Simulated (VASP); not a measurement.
Consider the following.

```yaml
crystal:
  lattice:
    - [0.10548, 3.99610, 3.58168]
    - [3.99610, 0.10548, 3.58168]
    - [2.05079, 2.05079, 0.00000]
  atoms:
    - { symbol: Pd, position: [0.00000, 0.00000, 0.00000] }
    - { symbol: Pd, position: [0.00000, 0.50000, 0.00000] }
    - { symbol: Pd, position: [0.50000, 0.00000, 0.00000] }
    - { symbol: Al, position: [0.50000, 0.50000, 0.00000] }
```

Computed with PBEsol GGA, VASP's PBE PAW potentials (set 64) (plane waves; VASP). Numerical set-up: 400 eV cut-off, Gaussian smearing of 0.050 eV, potentials Pd Al.

Give the energies of bands 6 to 19 at the high-symmetry points, in eV from the Fermi level.

```
band      Γ      Y     C0      Z     A0      T      S      R
----  -----  -----  -----  -----  -----  -----  -----  -----
6     -3.83  -3.97  -4.00  -3.93  -3.93  -4.28  -3.77  -3.72
7     -3.39  -3.73  -3.76  -3.83  -3.36  -2.60  -3.50  -3.71
8     -2.79  -2.88  -2.83  -3.51  -3.27  -2.42  -3.38  -3.31
9     -2.58  -2.79  -2.79  -3.39  -2.27  -2.42  -2.85  -3.19
10    -1.93  -2.50  -2.64  -2.98  -2.05  -2.36  -2.69  -2.90
11    -1.91  -2.49  -2.54  -2.59  -1.87  -1.63  -2.54  -2.77
12    -1.53  -2.17  -2.48  -2.27  -1.13  -1.03  -2.30  -1.79
13    -1.32  -2.00  -2.24  -1.81  -1.08  -0.47  -2.11  -1.76
14    -1.25  -1.94  -1.88  -1.63  -0.65  -0.47  -2.07  -0.50
15    -0.88  -1.82  -1.56  -0.40  -0.51  -0.35  -1.53  -0.34
16    -0.26  -1.80  -1.42  -0.05   0.13  -0.15  -1.26  -0.22
17    -0.05  -1.32  -1.06   0.56   0.20   0.26   0.09   1.35
18     0.21  -1.29  -0.90   4.43   1.00   0.28   1.62   1.36
19     3.33   1.30   2.53   5.71   1.44   1.72   2.25   2.20
```

It has no gap at this level: it comes out as a metal or semimetal.

The structure was generated: AlPd3 was put into an ordered model structure (Cmmm), which need not be its known phase. It was relaxed first, which changed the volume by -6 %. The electron count is odd and the run is not spin-polarised, which forces a metal.
